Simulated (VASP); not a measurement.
Level of theory: PBE GGA, VASP's PBE PAW potentials (set 64) (plane waves; VASP).

VASP ran on this input.

**INCAR**
```
SYSTEM = Na4Br3Cl
PREC = Accurate
ENCUT = 400
EDIFF = 1E-6
NELM = 100
ALGO = Normal
LREAL = .FALSE.
LASPH = .TRUE.
ISMEAR = 0
SIGMA = 0.05
GGA = PE
LMAXMIX = 4
LWAVE = .FALSE.
LCHARG = .FALSE.
IBRION = 2
ISIF = 3
NSW = 60
EDIFFG = -0.02
```

### POSCAR
```
Na4Br3Cl
1.0
  5.9171940694   0.0000000000   0.0000000000
  0.0000000000   5.9171940694   0.0000000000
  0.0000000000   0.0000000000   5.9171940694
Na Cl Br
4 1 3
Cartesian
  0.0000000000   0.0000000000   0.0000000000
  2.9585970347   2.9585970347   0.0000000000
  2.9585970347   0.0000000000   2.9585970347
  0.0000000000   2.9585970347   2.9585970347
  2.9585970347   2.9585970347   2.9585970347
  0.0000000000   0.0000000000   2.9585970347
  0.0000000000   2.9585970347   0.0000000000
  2.9585970347   0.0000000000   0.0000000000
```

### KPOINTS
```
Automatic mesh
0
Gamma
4 4 4
0 0 0
```

POTCAR, in this order: Na_pv Cl Br (PBE.64 set). Program: vasp_std.

What VASP printed:

**OSZICAR**
```
       N       E                     dE             d eps       ncg     rms          rms(c)
DAV:   1     0.515319138633E+03    0.51532E+03   -0.23877E+04   692   0.141E+03
DAV:   2     0.309177172522E+02   -0.48440E+03   -0.47515E+03   791   0.384E+02
DAV:   3    -0.237610579040E+02   -0.54679E+02   -0.54537E+02   737   0.140E+02
DAV:   4    -0.256197027219E+02   -0.18586E+01   -0.18544E+01   804   0.285E+01
DAV:   5    -0.256642062709E+02   -0.44504E-01   -0.44483E-01   798   0.416E+00    0.358E+00
DAV:   6    -0.250976780221E+02    0.56653E+00   -0.11178E+00   780   0.442E+00    0.236E+00
DAV:   7    -0.250489654992E+02    0.48713E-01   -0.44576E-01   854   0.281E+00    0.151E+00
DAV:   8    -0.250664688071E+02   -0.17503E-01   -0.45475E-02   756   0.127E+00    0.388E-01
DAV:   9    -0.250654033916E+02    0.10654E-02   -0.30413E-03   855   0.357E-01    0.182E-01
DAV:  10    -0.250660356026E+02   -0.63221E-03   -0.36748E-03   755   0.291E-01    0.788E-02
DAV:  11    -0.250660189918E+02    0.16611E-04   -0.37801E-04   798   0.967E-02    0.836E-02
DAV:  12    -0.250660181643E+02    0.82754E-06   -0.62117E-05   685   0.353E-02    0.596E-02
DAV:  13    -0.250659686933E+02    0.49471E-04   -0.26772E-04   718   0.700E-02    0.153E-02
DAV:  14    -0.250659718425E+02   -0.31492E-05   -0.29461E-05   676   0.237E-02    0.231E-02
DAV:  15    -0.250659727438E+02   -0.90132E-06   -0.18680E-06   582   0.667E-03
   1 F= -.25065973E+02 E0= -.25065973E+02  d E =-.250660E+02
       N       E                     dE             d eps       ncg     rms          rms(c)
DAV:   1    -0.250849013276E+02   -0.18929E-01   -0.41631E-01   807   0.632E+00    0.792E-01
DAV:   2    -0.250712000062E+02    0.13701E-01   -0.23829E-02   727   0.104E+00    0.351E-01
DAV:   3    -0.250683038438E+02    0.28962E-02   -0.79543E-03   793   0.624E-01    0.136E-01
DAV:   4    -0.250680354937E+02    0.26835E-03   -0.27881E-04   737   0.962E-02    0.176E-02
DAV:   5    -0.250680298360E+02    0.56577E-05   -0.43379E-05   747   0.372E-02    0.131E-02
DAV:   6    -0.250680300504E+02   -0.21437E-06   -0.95502E-06   667   0.146E-02
   2 F= -.25068030E+02 E0= -.25068030E+02  d E =-.205731E-02
```

OUTCAR:
```
------------------------ aborting loop because EDIFF is reached ----------------------------------------
  FORCE on cell =-STRESS in cart. coord.  units (eV):
  Direction    XX          YY          ZZ          XY          YZ          ZX
  --------------------------------------------------------------------------------------
  Total        0.1451251      0.1451251      0.1451251     -0.0000000     -0.0000000      0.0000000
  in kB        1.1142857      1.1142857      1.1142857     -0.0000000     -0.0000000      0.0000000
  external PRESSURE =       1.1142857 kB  Pullay stress =       0.0000000 kB
  volume of cell :      208.67
      direct lattice vectors                 reciprocal lattice vectors
     5.931331842 -0.000000000 -0.000000000     0.168596198  0.000000000 -0.000000000
    -0.000000000  5.931331842 -0.000000000     0.000000000  0.168596198 -0.000000000
     0.000000000  0.000000000  5.931331842     0.000000000  0.000000000  0.168596198
 POSITION                                       TOTAL-FORCE (eV/Angst)
 -----------------------------------------------------------------------------------
      0.00000      0.00000      0.00000         0.000000     -0.000000      0.000000
      2.96567      2.96567     -0.00000         0.000000      0.000000      0.000000
      2.96567     -0.00000      2.96567         0.000000     -0.000000      0.000000
     -0.00000      2.96567      2.96567        -0.000000     -0.000000      0.000000
      2.96567      2.96567      2.96567        -0.000000      0.000000      0.000000
      0.00000      0.00000      2.96567         0.000000      0.000000      0.000000
     -0.00000      2.96567     -0.00000         0.000000      0.000000      0.000000
      2.96567     -0.00000     -0.00000         0.000000      0.000000      0.000000
 -----------------------------------------------------------------------------------
    total drift:                                0.000000      0.000000     -0.000000
  FREE ENERGIE OF THE ION-ELECTRON SYSTEM (eV)
  ---------------------------------------------------
  free  energy   TOTEN  =       -25.0680300504 eV

  energy  without entropy=      -25.0680300504  energy(sigma->0) =      -25.06803005

 reached required accuracy - stopping structural energy minimisation
```
(Selected blocks of OUTCAR.)

**CONTCAR**
```
Na4Br3Cl
   1.00000000000000
     5.9313318422268866   -0.0000000000000000   -0.0000000000000000
    -0.0000000000000000    5.9313318422268866   -0.0000000000000000
     0.0000000000000000    0.0000000000000000    5.9313318422268866
  Na              Cl              Br
     4     1     3
Direct
     0.0000000000000000    0.0000000000000000    0.0000000000000000
     0.5000000000000000    0.5000000000000000    0.0000000000000000
     0.5000000000000000    0.0000000000000000    0.5000000000000000
     0.0000000000000000    0.5000000000000000    0.5000000000000000
     0.5000000000000000    0.5000000000000000    0.5000000000000000
     0.0000000000000000    0.0000000000000000    0.5000000000000000
     0.0000000000000000    0.5000000000000000    0.0000000000000000
     0.5000000000000000    0.0000000000000000    0.0000000000000000
```

The structure was generated: Na4Br3Cl was put into an ordered model structure (Pm-3m), which need not be its known phase. This run relaxes it. Symmetry was kept, so distortions that lower it aren't found. The start is the result of an earlier pass.
